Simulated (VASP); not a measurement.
Level of theory: PBEsol GGA, VASP's PBE PAW potentials (set 64) (plane waves; VASP).

A VASP calculation is set up with these files.

**KPOINTS**
```
Automatic mesh
0
Gamma
8 8 8
0 0 0
```

POSCAR:
```
SnTe
1.0
  0.0000000000   2.9905097234   2.9905097234
  2.9905097234   0.0000000000   2.9905097234
  2.9905097234   2.9905097234   0.0000000000
Sn Te
1 1
Cart
  0.0000000000   0.0000000000   0.0000000000
  2.9905097234   2.9905097234   2.9905097234
```

INCAR:
```
ALGO = Normal
EDIFF = 1E-6
EDIFFG = -0.02
ENCUT = 500
GGA = PS
IBRION = 2
ISIF = 3
ISMEAR = 0
LASPH = T
LCHARG = F
LMAXMIX = 4
LREAL = F
LWAVE = F
NELM = 100
NSW = 40
PREC = Accurate
PSTRESS = 100
SIGMA = 0.05
SYSTEM = SnTe
```

POTCAR, in this order: Sn_d Te (PBE.64 set). Program: vasp_std.

What VASP printed:

**OSZICAR**
```
       N       E                     dE             d eps       ncg     rms          rms(c)
DAV:   1     0.121213540722E+03    0.12121E+03   -0.95521E+03   812   0.170E+03
DAV:   2     0.156632555367E+01   -0.11965E+03   -0.11755E+03   854   0.370E+02
DAV:   3    -0.790090601320E+01   -0.94672E+01   -0.93757E+01  1082   0.946E+01
DAV:   4    -0.812451994008E+01   -0.22361E+00   -0.22356E+00   932   0.161E+01
DAV:   5    -0.813333580024E+01   -0.88159E-02   -0.88157E-02  1192   0.291E+00    0.718E+00
DAV:   6    -0.810335286015E+01    0.29983E-01   -0.52024E-02  1176   0.254E+00    0.444E+00
DAV:   7    -0.809899694743E+01    0.43559E-02   -0.31062E-02  1044   0.162E+00    0.300E-01
DAV:   8    -0.809798506181E+01    0.10119E-02   -0.63770E-03  1026   0.894E-01    0.167E-01
DAV:   9    -0.809804226424E+01   -0.57202E-04   -0.37123E-04  1034   0.218E-01    0.721E-02
DAV:  10    -0.809803049226E+01    0.11772E-04   -0.44773E-05  1108   0.873E-02    0.319E-02
DAV:  11    -0.809802981126E+01    0.68100E-06   -0.55285E-06   962   0.237E-02
   1 F= -.47595015E+01 E0= -.47591953E+01  d E =-.475950E+01
```

OUTCAR:
```
------------------------ aborting loop because EDIFF is reached ----------------------------------------
  FORCE on cell =-STRESS in cart. coord.  units (eV):
  Direction    XX          YY          ZZ          XY          YZ          ZX
  --------------------------------------------------------------------------------------
  Total        3.3182171      3.3182171      3.3182171      0.0000000      0.0000000     -0.0000000
  in kB       99.3916115     99.3916115     99.3916115      0.0000000      0.0000000     -0.0000000
  external PRESSURE =      -0.6083885 kB  Pullay stress =     100.0000000 kB
  volume of cell :       53.49
      direct lattice vectors                 reciprocal lattice vectors
     0.000000000  2.990509723  2.990509723    -0.167195577  0.167195577  0.167195577
     2.990509723  0.000000000  2.990509723     0.167195577 -0.167195577  0.167195577
     2.990509723  2.990509723  0.000000000     0.167195577  0.167195577 -0.167195577
 POSITION                                       TOTAL-FORCE (eV/Angst)
 -----------------------------------------------------------------------------------
      0.00000      0.00000      0.00000        -0.000000     -0.000000      0.000000
      2.99051      2.99051      2.99051         0.000000      0.000000     -0.000000
 -----------------------------------------------------------------------------------
    total drift:                                0.000000     -0.000000     -0.000000
  FREE ENERGIE OF THE ION-ELECTRON SYSTEM (eV)
  ---------------------------------------------------
  free  energy   TOTEN  =        -8.0980298113 eV

  energy  without entropy=       -8.0974174906  energy(sigma->0) =       -8.09772365
  enthalpy is  TOTEN    =        -4.7595014518 eV   P V=        3.3385283594

 reached required accuracy - stopping structural energy minimisation
```
(Selected blocks of OUTCAR.)

The compound is SnTe in the rock salt structure, which distorts at low temperature. It was relaxed first under an external pressure of 10 GPa.
